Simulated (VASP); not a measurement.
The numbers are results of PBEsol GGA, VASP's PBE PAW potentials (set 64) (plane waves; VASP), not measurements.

A VASP calculation is set up with these files.

File KPOINTS:
```
Automatic mesh
0
Gamma
8 8 8
0 0 0
```

INCAR:
```
ALGO  =  Normal
EDIFF  =  1E-7
EDIFFG  =  -0.01
ENCUT  =  480
GGA  =  PS
IBRION  =  2
ISIF  =  2
ISMEAR  =  0
LASPH  =  .TRUE.
LCHARG  =  .FALSE.
LMAXMIX  =  4
LREAL  =  .FALSE.
LWAVE  =  .FALSE.
NELM  =  100
NSW  =  30
PREC  =  Accurate
SIGMA  =  0.05
SYSTEM  =  PbSe
```

File POSCAR:
```
PbSe
1
    0.0000000000     3.0499386914     3.0499386914
    3.0651883849     0.0000000000     3.0499386914
    3.0651883849     3.0499386914     0.0000000000
Pb Se
1 1
Direct
  0.0000000000   0.0000000000   0.0000000000
  0.5000000000   0.5000000000   0.5000000000
```

POTCAR, in this order: Pb_d Se (PBE.64 set). Program: vasp_std.

Task: What will the output report for the number of irreducible k-points (NKPTS), number of bands (NBANDS), largest plane-wave count, number of space-group operations, FFT grid (NGX, NGY, NGZ)?

Result: 
```yaml
number of irreducible k-points (NKPTS): 59
number of bands (NBANDS): 14
largest_plane_wave_count: 1380
number_of_space_group_operations: 16
FFT grid (NGX, NGY, NGZ): 32 × 32 × 32
```

The compound is PbSe in the rock salt structure. This cell was strained or had an atom moved on purpose.
